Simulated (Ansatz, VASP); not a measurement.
**W2SeS3: VASP beside Ansatz**

Aim: how closely do two programs agree when they are given the same cell, functional and k mesh? The structure shown is the end of the Ansatz relaxation below.

Main program and level: Ansatz 0.2.0; plane waves, with VASP 6.6.1 beside it; single point at PBEsol.

### Step 1. Starting point

The cell holds 12 atoms: 4 W, 2 Se and 6 S. Cell: a = 6.350 Å, b = 6.350 Å, c = 18.142 Å, α = 90.0°, β = 90.0°, γ = 120.0°. Vacuum lies along c.

### Step 2. Ansatz: relaxation, PBEsol

Ansatz runs on its PAW soft_1 files.

This run makes the geometry at which the two programs are then compared.

File input.yaml:

```yaml
crystal:
  lattice:
    - [6.3064, 0.0, 0.0]
    - [-3.1532, 5.46150261, 0.0]
    - [0.0, 0.0, 18.142365]
  atoms:
    - { symbol: W, position: [0.33333333, 0.16666667, 0.5] }
    - { symbol: W, position: [0.33333333, 0.66666667, 0.5] }
    - { symbol: W, position: [0.83333333, 0.16666667, 0.5] }
    - { symbol: W, position: [0.83333333, 0.66666667, 0.5] }
    - { symbol: Se, position: [0.16666667, 0.33333333, 0.41339704] }
    - { symbol: Se, position: [0.16666667, 0.33333333, 0.58660296] }
    - { symbol: S, position: [0.16666667, 0.83333333, 0.41339704] }
    - { symbol: S, position: [0.16666667, 0.83333333, 0.58660296] }
    - { symbol: S, position: [0.66666667, 0.33333333, 0.41339704] }
    - { symbol: S, position: [0.66666667, 0.33333333, 0.58660296] }
    - { symbol: S, position: [0.66666667, 0.83333333, 0.41339704] }
    - { symbol: S, position: [0.66666667, 0.83333333, 0.58660296] }
kpoints:
  mp_grid: { grid: [5, 5, 2] }
scf:
  occupations: { method: fermi_dirac, width: 0.02 }
hamiltonian:
  xc: pbesol
  pseudopotentials: { kind: paw, azcp: { folder: soft_1 }, xc_functional: pbe }
basis:
  ecutwfc: 600
output:
  forces: true
  stress: true
  write_density: true
  write_potential: true
  elf: true
  volumetric_format: npy
relax:
  f_tol: 0.005
  max_steps: 70
  cell: { stress_tol: 0.02, p_target: 0, fix: [c, alpha, beta, gamma] }
```

Started as:

```bash
$ ansatz run input.yaml --threads 4 --pin off --max-ram 10240MiB --backend cpu --events-out ev --progress --plain --runs-dir out
```

Numbers of over 12 decimals in the logs are rounded to 6 here.

Output:

```text
Warning: crystal.symmetry: narrowed to the stabiliser of the fixed cell quantities (relax.cell.fix) — unitary ops 12 → 4. The narrowing is safe, since a smaller group never makes results wrong: the run goes on under it, on as many k-points as the starting group would need, or more. Excluded: 8 operations that would move a fixed cell quantity at a test strain (relax.cell.fix fixes c, alpha, beta, gamma). The cell can leave their symmetry as it relaxes.
Engine: ansatz 0.2.0, aarch64-unknown-linux-gnu
Pseudopotentials: kind: paw
Pseudopotential: W, paw, valence charge 14, recommended cutoff 420 eV (normal), soft_1/W.paw.azcp
Pseudopotential: Se, paw, valence charge 16, recommended cutoff 420 eV (normal), soft_1/Se.paw.azcp
Pseudopotential: S, paw, valence charge 6, recommended cutoff 420 eV (normal), soft_1/S.paw.azcp
Functional definition: PBEsol
  exchange = pbesol_x
  correlation = pbesol_c
Crystal: 12 atoms, lattice volume = 624.867 Å³
Basis set: ecut = 600 eV, 20893 PW (Γ), exchange–correlation on 108×108×300 points (8 copies of the dense FFT grid, shifted against one another)
Bands: 75, of which v1, the nominal top of the filled ones, is band 62 counted from 1 (61 counted from 0)
Symmetry: 4 space group operations
k-points: 18 of 50 (time reversal used)
Non-local potential: W, projectors of the file, l = 0: 3, l = 1: 2, l = 2: 2, l = 3: 1
Non-local potential: Se, projectors of the file, l = 0: 2, l = 1: 2, l = 2: 3, l = 3: 1
Non-local potential: S, projectors of the file, l = 0: 2, l = 1: 2, l = 2: 1
PAW form: soft (Blöchl's): semilocal exchange-correlation on the pseudo side does not see the compensation charge
PAW frozen core: W, regenerated for the run's functional, and the local potential with it (the file was generated under x = pbe(κ = 0.804, μ = 0.219515), c = pbe(β = 0.066725))
PAW frozen core: Se, regenerated for the run's functional, and the local potential with it (the file was generated under x = pbe(κ = 0.804, μ = 0.219515), c = pbe(β = 0.066725))
PAW frozen core: S, regenerated for the run's functional, and the local potential with it (the file was generated under x = pbe(κ = 0.804, μ = 0.219515), c = pbe(β = 0.066725))
PAW one-centre angular grid: W, 590 points (default); XC on 64 Gauss nodes
PAW one-centre angular grid: Se, 590 points (default); XC on 64 Gauss nodes
PAW one-centre angular grid: S, 110 points (default); XC on 64 Gauss nodes
Initial density: superposition of atomic densities (neutral atoms: chi_scale 0, normalization atom)
Initial wavefunctions: pseudopotential atomic-orbital guess
Functional: x = pbesol(κ = 0.804, μ = 0.123457), c = pbesol(β = 0.046)
SCF iter   1: F=—  HF=-57199.153856 eV  |F-HF|=—  |Δ(HF+E_count)|=         —  Δρ=2.50e-2  dr2=5.12e0  ethr=3.10e-3  ⟨swp⟩=9.1  Hψ=6841  notcnv=0
preconditioner: auto → Resta (q_TF=auto, 2.084 Å⁻¹)  ε∞=3.1  [insulator: Δε(μ)=2.015 eV  Ē_g=8.797 eV  σ=0.020 eV  W_gap=1.00  n_scr=96 (ndim 8)  ℏωp=12.6 eV  f_vac=0.625  D(μ)=0.00/eV (n_scr^D=0)  ε∞_Penn≈3.1  vacuum switching on, ρ_ref=5.6e-3 e/Å³]
SCF iter   2: F=—  HF=-57197.705826 eV  |F-HF|=—  |Δ(HF+E_count)|=    1.45e0  Δρ=1.16e-2  dr2=9.95e-1  ethr=3.10e-3  ⟨swp⟩=3.0  Hψ=2283  notcnv=0  defer=98
SCF iter   3: F=—  HF=-57197.591485 eV  |F-HF|=—  |Δ(HF+E_count)|=   1.14e-1  Δρ=7.35e-3  dr2=9.08e-1  ethr=8.03e-4  ⟨swp⟩=5.2  Hψ=2843  notcnv=0  defer=98
SCF iter   4: F=—  HF=-57197.465866 eV  |F-HF|=—  |Δ(HF+E_count)|=   1.26e-1  Δρ=2.33e-3  dr2=3.29e-2  ethr=7.32e-4  ⟨swp⟩=3.4  Hψ=1934  notcnv=0  defer=98
SCF iter   5: F=—  HF=-57197.469493 eV  |F-HF|=—  |Δ(HF+E_count)|=   3.63e-3  Δρ=1.04e-3  dr2=2.50e-2  ethr=2.66e-5  ⟨swp⟩=3.3  Hψ=2549  notcnv=0  defer=98
SCF iter   6: F=—  HF=-57197.466372 eV  |F-HF|=—  |Δ(HF+E_count)|=   3.12e-3  Δρ=3.52e-4  dr2=1.34e-3  ethr=2.02e-5  ⟨swp⟩=2.1  Hψ=1907  notcnv=0  defer=98
SCF iter   7: F=—  HF=-57197.466659 eV  |F-HF|=—  |Δ(HF+E_count)|=   2.87e-4  Δρ=1.68e-4  dr2=3.50e-4  ethr=1.08e-6  ⟨swp⟩=3.0  Hψ=2299  notcnv=0  defer=98
SCF iter   8: F=—  HF=-57197.466719 eV  |F-HF|=—  |Δ(HF+E_count)|=   5.95e-5  Δρ=6.45e-5  dr2=5.34e-5  ethr=2.82e-7  ⟨swp⟩=2.0  Hψ=1729  notcnv=0  defer=98
SCF iter   9: F=—  HF=-57197.466598 eV  |F-HF|=—  |Δ(HF+E_count)|=   1.20e-4  Δρ=1.58e-5  dr2=1.78e-6  ethr=4.31e-8  ⟨swp⟩=2.0  Hψ=1823  notcnv=0  defer=98
SCF iter  10: F=—  HF=-57197.466599 eV  |F-HF|=—  |Δ(HF+E_count)|=   6.53e-7  Δρ=3.94e-6  dr2=1.54e-7  ethr=1.44e-9  ⟨swp⟩=3.3  Hψ=2767  notcnv=0  defer=98
SCF iter  11: F=—  HF=-57197.466599 eV  |F-HF|=—  |Δ(HF+E_count)|=   2.02e-8  Δρ=2.69e-6  dr2=1.29e-7  ethr=8.06e-11  ⟨swp⟩=11.7  Hψ=10355  notcnv=0
SCF iter  12: F=-57197.466599 eV  HF=-57197.466599 eV  |F-HF|=3.65e-8  |Δ(HF+E_count)|=   4.47e-9  Δρ=1.58e-6  dr2=4.42e-8  ethr=8.06e-11  ⟨swp⟩=9.0  Hψ=9934  notcnv=0
SCF 1 converged in 12 iterations: F = -57197.466599 eV  dr2 = 4.42e-8
[...]
basis re-selected at this cell: Δ(F+E_penalty+E_count) = -8.038e-5 eV, ΔP = +0.000 GPa vs the last step (what re-selecting the basis moved, of the pressure what is left beyond the Pulay correction that the steps carried, after the strain that the cell walked since its last selection, with what the two solves' SCF thresholds leave and, on support functions, any second-order correction that the steps lacked; it is no m [...]
WARN: The output density's exchange-correlation potential varies sharply where the density is thin. Do not read a vacuum level from v_tot or v_xc, or from such a field of the output density. On a cell that repeats whose density bears no net charge and no dipole along the vacuum's axis use v_es (v_loc + v_h of the components); under efield.dipole_correction with no amplitude use v_es + v_field, which holds any externa [...]
SCF converged after 7 iterations
Free energy (F): -57197.983194 eV
Harris-Foulkes:  -57197.983194 eV  (|F-HF|=1.74e-8)
Internal energy: -57197.983194 eV  (E = F + TS)
E sigma→0 (E₀):  -57197.983194 eV
Fermi energy:    1.195161 eV
--- Per-component energies (eV) ---
  E_band       = -2805.403554
  E_kinetic    = 2550.489242
  E_local      = -77375.069316  (includes V_loc(G=0)·N_el)
  E_nonlocal   = -587.496529
  E_hartree    = 37652.457322
  E_xc         = -1764.190665
  E_vxc        = -1605.050129  (∫ρ·V_xc dr)
  E_paw        = -41530.801572  (= ΣΔE_a)
  E_vpaw       = -1093.192235  (= ΣTr[D̂ρ^β])
  E_aug_tail   = 0.000135  (compensation charges beyond the density's cutoff)
  E_ewald      = 23853.352159
  E_core_change = 3.276031  (= ΣΔE_core)
  E_smearing   = -0.000000  (= −TS)
  E_closure    = 0.000000  (closes the sum)
  Σ components = -57197.983194   (vs F -57197.983194, Δ=0.00e0)
--- Forces (eV/Å), atoms counted from 1 ---
  atom   1  W      0.00100433    -0.00057985     0.00000000
  atom   2  W      0.00000050     0.00116287     0.00000000
  atom   3  W     -0.00100683    -0.00058187     0.00000000
  atom   4  W      0.00000159    -0.00000092     0.00000000
  atom   5  Se     0.00000053    -0.00000031     0.00034294
  atom   6  Se     0.00000053    -0.00000031    -0.00034294
  atom   7  S     -0.00026722    -0.00015441     0.00046920
  atom   8  S     -0.00026722    -0.00015441    -0.00046920
  atom   9  S      0.00000012     0.00030863     0.00046920
  atom  10  S      0.00000012     0.00030863    -0.00046920
  atom  11  S      0.00026679    -0.00015403     0.00046932
  atom  12  S      0.00026679    -0.00015403    -0.00046932
  max |Σ_I F_I| component: 2.08e-8 eV/Å
--- Stress (GPa, compression-positive) ---
       -0.001679      -0.000000       0.000000
       -0.000000      -0.001679       0.000000
        0.000000       0.000000      -0.001409
  P = ⅓ Tr σ = -0.0016 GPa (-0.016 kbar)
--- Band table (eV; the first three rows and the last of 18) ---
  k-point 0: bands = [... 58 lower, -0.6988, -0.5931, -0.5931, 0.1210, 3.1468, 3.1973, 3.1973, 3.2753, ... 9 higher]
  k-point 1: bands = [... 58 lower, -0.6988, -0.5931, -0.5931, 0.1210, 3.1468, 3.1973, 3.1973, 3.2753, ... 9 higher]
  k-point 2: bands = [... 58 lower, -0.8553, -0.3576, -0.3359, 0.0620, 2.9509, 2.9989, 3.0493, 3.0860, ... 9 higher]
  k-point 17: bands = [... 58 lower, -0.9051, -0.3735, -0.2870, -0.2386, 2.5103, 2.6449, 2.6555, 2.8316, ... 9 higher]
--- Relaxed structure (6 steps of the walk, 6 accepted, 1 SCFs on fresh bases) ---
  F+E_penalty+E_count = -57197.98319374 eV   max|allowed force component| = 1.163e-3 eV/Å   (the final SCF, on the basis selected at the relaxed cell)
  cell:  # Å, volume = 633.4513 Å³
    - [6.349571, 5.247276993081875e-18, 0.0]
    - [-3.174785, 5.498890, 0.0]
    - [0.0, 0.0, 18.142365]
  atoms:
    - { symbol: W, position: [0.335657, 0.164343, 0.500000] }
    - { symbol: W, position: [0.335657, 0.671315, 0.500000] }
    - { symbol: W, position: [0.828685, 0.164343, 0.500000] }
    - { symbol: W, position: [0.833333, 0.666667, 0.500000] }
    - { symbol: Se, position: [0.166667, 0.333333, 0.406248] }
    - { symbol: Se, position: [0.166667, 0.333333, 0.593752] }
    - { symbol: S, position: [0.166185, 0.833093, 0.414095] }
    - { symbol: S, position: [0.166185, 0.833093, 0.585905] }
    - { symbol: S, position: [0.666907, 0.333815, 0.414095] }
    - { symbol: S, position: [0.666907, 0.333815, 0.585905] }
    - { symbol: S, position: [0.666907, 0.833093, 0.414095] }
    - { symbol: S, position: [0.666907, 0.833093, 0.585905] }
```

The column dr2 measures how far the density is from self-consistency, as an energy; F and HF (Harris–Foulkes) agree once it is small.

(Part 1 of 2 ends here.)

[Lines on the potential files, build, host, timing and source positions are cut from VASP's logs without a mark.]

[Logs are printed without paths, hosts, clocks, repeated set-up lines and the standing remarks that a program may print on its own settings, such as how far it seeks lower states.]

[Hosts, paths, dates, database ids (printed as entryN), source tags and the programs' standing remarks are cut or masked in the printed files.]
